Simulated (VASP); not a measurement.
# What goes wrong when AlCo is relaxed with a bad input, part 2 of 2

Some relaxations of AlCo get a fault in the input on purpose. Which of them show, and how? The starting structure is a computed structure from the Materials Project. The first relaxation on each setting starts from this cell expanded by 3 % in volume.

VASP 6.6.1.

Results so far: reference 11.24 Å³ an atom; a leftover external pressure of 100 kbar 10.73 Å³ an atom.

## 6. Relaxation with one electron too many

Level of this step: PBEsol, spin-polarised from a ferromagnetic start; plane waves and PAW (Co, Al) (VASP).

A slip made on purpose: one electron too many. Against step 2 the input has NELECT = 13 (also changed: NELM).

INCAR reads:

```
SYSTEM = AlCo
PREC = Accurate
ENCUT = 450
EDIFF = 1E-06
NELM = 60
ISMEAR = 1
SIGMA = 0.15
LREAL = .FALSE.
ALGO = Normal
GGA = PS
NBANDS = 13
ISPIN = 2
MAGMOM = 2 0
LMAXMIX = 4
LORBIT = 11
LWAVE = .FALSE.
LCHARG = .FALSE.
KPAR = 4
IBRION = 2
NSW = 50
ISIF = 3
EDIFFG = -0.006
NELECT = 13
```

POSCAR reads:

```
AlCo
1.0
    2.8473199088      0.0000000000      0.0000000000
    0.0000000000      2.8473199088      0.0000000000
    0.0000000000      0.0000000000      2.8473199088
Co Al
1 1
Direct
    0.5000000000      0.5000000000      0.5000000000
    0.0000000000      0.0000000000      0.0000000000
```

KPOINTS reads:

```
Automatic mesh
0
Gamma
16 16 16
0 0 0
```

The projector-augmented-wave data sets are Co and Al (PBE family, release 64).

Launch:

```sh
$ mpirun -np 4 vasp_std
```

Log:

```text
[... set-up lines as in an earlier step ...]
 entering main loop
       N       E                     dE             d eps       ncg     rms          rms(c)
DAV:   1     0.514742589000E+02    0.51474E+02   -0.49688E+03  8761   0.912E+02
DAV:   2    -0.263488164933E+00   -0.51738E+02   -0.47065E+02  9045   0.180E+02
DAV:   3    -0.182464125449E+01   -0.15612E+01   -0.15494E+01 10416   0.366E+01
DAV:   4    -0.184789354571E+01   -0.23252E-01   -0.23245E-01 10067   0.407E+00
DAV:   5    -0.184867514935E+01   -0.78160E-03   -0.78158E-03 10634   0.795E-01BRMIX: very serious problems
 the old and the new charge density differ
 old charge density:    12.00000 new   13.00000
BRMIX: very serious problems
 the old and the new charge density differ
 old charge density:    12.00000 new   13.00000
BRMIX: very serious problems
 the old and the new charge density differ
 old charge density:    12.00000 new   13.00000
BRMIX: very serious problems
 the old and the new charge density differ
 old charge density:    12.00000 new   13.00000
    0.112E+01
[...]
DAV:  12    -0.191742193792E+01   -0.10115E-03   -0.16791E-04 11036   0.194E-01    0.242E-02
DAV:  13    -0.191741871982E+01    0.32181E-05   -0.14145E-05 11465   0.498E-02    0.620E-03
DAV:  14    -0.191741842529E+01    0.29453E-06   -0.66255E-07  5215   0.105E-02
   1 F= -.19174184E+01 E0= -.19178586E+01  d E =-.191742E+01  mag=     0.0006
[... from here on, the cycles between the ionic steps are left out ...]
   2 F= -.50838010E+01 E0= -.50803566E+01  d E =-.316638E+01  mag=     0.0000
   3 F= -.51730291E+01 E0= -.51722888E+01  d E =-.325561E+01  mag=     0.0000
   4 F= -.52045516E+01 E0= -.52028567E+01  d E =-.328713E+01  mag=     0.0002
   5 F= -.52044336E+01 E0= -.52028716E+01  d E =-.328702E+01  mag=     0.0000
   6 F= -.52044349E+01 E0= -.52028719E+01  d E =-.124181E-05  mag=     0.0000
   7 F= -.52044386E+01 E0= -.52028751E+01  d E =-.502548E-05  mag=     0.0002
   8 F= -.52044388E+01 E0= -.52028729E+01  d E =-.175091E-06  mag=     0.0008
   9 F= -.52044383E+01 E0= -.52028744E+01  d E =0.357913E-06  mag=    -0.0001
  10 F= -.52044386E+01 E0= -.52028742E+01  d E =0.163651E-07  mag=    -0.0002
  11 F= -.52044388E+01 E0= -.52028753E+01  d E =-.142372E-06  mag=    -0.0003
  12 F= -.52044394E+01 E0= -.52028714E+01  d E =-.772704E-06  mag=    -0.0012
[...]
reached required accuracy - stopping structural energy minimisation
```

Elapsed: 43 s, on 4 MPI ranks of Intel Xeon 6975P-C (Granite Rapids), shared host; peak memory 0.7 GiB; 2.8 min of CPU time.

Parts of OUTCAR (step 6):

```text
  Total       -0.0024776     -0.0024776     -0.0024776     -0.0000000     -0.0000000      0.0000000
  in kB       -0.0892503     -0.0892503     -0.0892503     -0.0000000     -0.0000000      0.0000000
  external PRESSURE =      -0.0892503 kB  Pullay stress =       0.0000000 kB

 POSITION                                       TOTAL-FORCE (eV/Angst)
 -----------------------------------------------------------------------------------
      1.77152      1.77152      1.77152         0.000000     -0.000000      0.000000
      0.00000      0.00000      0.00000        -0.000000      0.000000      0.000000
 -----------------------------------------------------------------------------------
    total drift:                               -0.000000      0.000000     -0.000000

  FREE ENERGIE OF THE ION-ELECTRON SYSTEM (eV)
  ---------------------------------------------------
  free  energy   TOTEN  =        -5.2044394226 eV

  energy  without entropy=       -5.1997354889  energy(sigma->0) =       -5.20287144

 magnetization (x)
# of ion       s       p       d       tot
------------------------------------------
    1       -0.000   0.000  -0.002  -0.002
    2       -0.000  -0.000   0.000  -0.000
--------------------------------------------------
tot         -0.000  -0.000  -0.002  -0.002

[... 2 parts as in an earlier step ...]

[... 2 further parts left out ...]
[key lines of the parts left out:]
E-fermi :   4.4504
```

Logs of long relaxations may skip ionic steps without a mark.

With one electron too many the cell ends at 22.238 Å³ an atom, +97.84 % from the reference.

## 7. Relaxation with spin polarisation switched off

A slip made on purpose: spin polarisation switched off. Against step 2 the input has no ISPIN and no MAGMOM (also changed: NBANDS and LMAXMIX).

INCAR reads:

```
SYSTEM = AlCo
PREC = Accurate
ENCUT = 450
EDIFF = 1E-06
NELM = 100
ISMEAR = 1
SIGMA = 0.15
LREAL = .FALSE.
ALGO = Normal
GGA = PS
NBANDS = 12
LORBIT = 11
LWAVE = .FALSE.
LCHARG = .FALSE.
KPAR = 4
IBRION = 2
NSW = 50
ISIF = 3
EDIFFG = -0.006
```

POSCAR is that of step 6.

KPOINTS is that of step 6.

Launch:

```sh
$ mpirun -np 4 vasp_std
```

Log:

```text
[... set-up lines as in an earlier step ...]
 entering main loop
       N       E                     dE             d eps       ncg     rms          rms(c)
DAV:   1     0.325896136910E+02    0.32590E+02   -0.47996E+03  4044   0.930E+02
DAV:   2    -0.135896424108E+02   -0.46179E+02   -0.42339E+02  4080   0.169E+02
DAV:   3    -0.149580905572E+02   -0.13684E+01   -0.13574E+01  4828   0.352E+01
DAV:   4    -0.149792420585E+02   -0.21152E-01   -0.21145E-01  4440   0.396E+00
[...]
DAV:  10    -0.130671450148E+02    0.58729E-03   -0.50148E-04  4520   0.177E-01    0.140E-01
DAV:  11    -0.130671245031E+02    0.20512E-04   -0.17916E-05  4880   0.340E-02    0.957E-03
DAV:  12    -0.130671241570E+02    0.34603E-06   -0.66768E-07  3036   0.729E-03
   1 F= -.13067124E+02 E0= -.13067573E+02  d E =-.130671E+02
[...]
N       E                     dE             d eps       ncg     rms          rms(c)
DAV:   1    -0.135535937867E+02   -0.48647E+00   -0.59024E+00  4360   0.377E+01    0.631E+00
[...]
DAV:   7    -0.130681844814E+02    0.43748E-05   -0.12120E-05  4596   0.373E-02    0.341E-03
DAV:   8    -0.130681843449E+02    0.13648E-06   -0.19216E-07  2276   0.406E-03
   2 F= -.13068184E+02 E0= -.13068622E+02  d E =-.106019E-02
 trial-energy change:   -0.001060  1 .order   -0.000290   -0.034275    0.033696
 step:   0.5212(harm=  0.5043)  dis= 0.00000  next Energy=   -13.076166 (dE=-0.904E-02)
[...]
N       E                     dE             d eps       ncg     rms          rms(c)
DAV:   1    -0.131890697896E+02   -0.12089E+00   -0.13969E+00  4284   0.187E+01    0.297E+00
DAV:   2    -0.133550869868E+02   -0.16602E+00   -0.40513E+00  4444   0.266E+01    0.414E+00
DAV:   3    -0.130808606616E+02    0.27423E+00   -0.16540E+00  4396   0.175E+01    0.510E-01
DAV:   4    -0.130765555995E+02    0.43051E-02   -0.99610E-03  4244   0.909E-01    0.153E-01
DAV:   5    -0.130762511131E+02    0.30449E-03   -0.53244E-04  5888   0.219E-01    0.397E-02
DAV:   6    -0.130762566812E+02   -0.55681E-05   -0.35374E-05  5540   0.502E-02    0.144E-02
DAV:   7    -0.130762564704E+02    0.21076E-06   -0.44102E-06  3040   0.279E-02
   3 F= -.13076256E+02 E0= -.13076709E+02  d E =-.913231E-02
[...]
reached required accuracy - stopping structural energy minimisation
```

The job ended after 8.8 s (4 MPI ranks; peak memory 0.63 GiB).

From OUTCAR (step 7):

```text
  Total       -0.0025256     -0.0025256     -0.0025256      0.0000000      0.0000000     -0.0000000
  in kB       -0.1799264     -0.1799264     -0.1799264      0.0000000      0.0000000     -0.0000000
  external PRESSURE =      -0.1799264 kB  Pullay stress =       0.0000000 kB

 POSITION                                       TOTAL-FORCE (eV/Angst)
 -----------------------------------------------------------------------------------
      1.41134      1.41134      1.41134        -0.000000     -0.000000      0.000000
      0.00000      0.00000      0.00000         0.000000      0.000000      0.000000
 -----------------------------------------------------------------------------------
    total drift:                               -0.000000      0.000000     -0.000000

  FREE ENERGIE OF THE ION-ELECTRON SYSTEM (eV)
  ---------------------------------------------------
  free  energy   TOTEN  =       -13.0762564704 eV

  energy  without entropy=      -13.0776144877  energy(sigma->0) =      -13.07670914

[... 1 part as in an earlier step ...]

[... 3 further parts left out ...]
[key lines of the parts left out:]
E-fermi :  10.8459
```

With spin polarisation switched off the cell ends at 11.245 Å³ an atom, +0.04 % from the reference.

## 8. All runs side by side

```csv
run,ended,volume (Å³/atom),change (%),pressure left (GPa),core minutes
reference,converged,11.24,-,0.01,0.907
too few ionic steps,not converged,-,-,-,0.693
a leftover external pressure of 100 kbar,converged,10.731,-4.53,10.07,1.15
a cutoff far too low,stopped by VASP,-,-,-,0.373
one electron too many,converged,22.238,97.84,-0.01,2.87
spin polarisation switched off,converged,11.245,0.04,-0.02,0.587
```

Core minutes are wall time times ranks, summed over the relaxations behind a row (those for a bulk modulus apart), on shared hosts.

## 9. Outcome

* volume of the reference: 11.24 Å³/atom
* volume against the reference, a leftover external pressure of 100 kbar: -4.53 %
* volume against the reference, one electron too many: +97.84 %
* volume against the reference, spin polarisation switched off: +0.04 %
* run with too few ionic steps: not converged
* run with a cutoff far too low: stopped by VASP

What this shows: VASP stopped by itself in the run with a cutoff far too low. The run with too few ionic steps didn't converge. Finished, but with signs in the output that stand out against the reference: a leftover external pressure of 100 kbar, with the volume changed by -4.5 % (signs: the Pulay stress that OUTCAR prints, which here is the typed pressure); one electron too many, with the volume changed by +97.8 % (signs: a warning on the charge density and 93.7 GPa at the first ionic step (reference: -4.7 GPa)). Little came of spin polarisation switched off in this material. The reference holds hardly any moment itself, so leaving spin out changes little against it; other magnetic starts weren't tried. Further runs on this material are not shown.

[Lines on the potential files, build, host, timing and source positions are cut from VASP's logs without a mark.]

[Logs are printed without paths, hosts, clocks, repeated set-up lines and the standing remarks that a program may print on its own settings, such as how far it seeks lower states.]

[Hosts, paths, dates, database ids (printed as entryN), source tags and the programs' standing remarks are cut or masked in the printed files.]
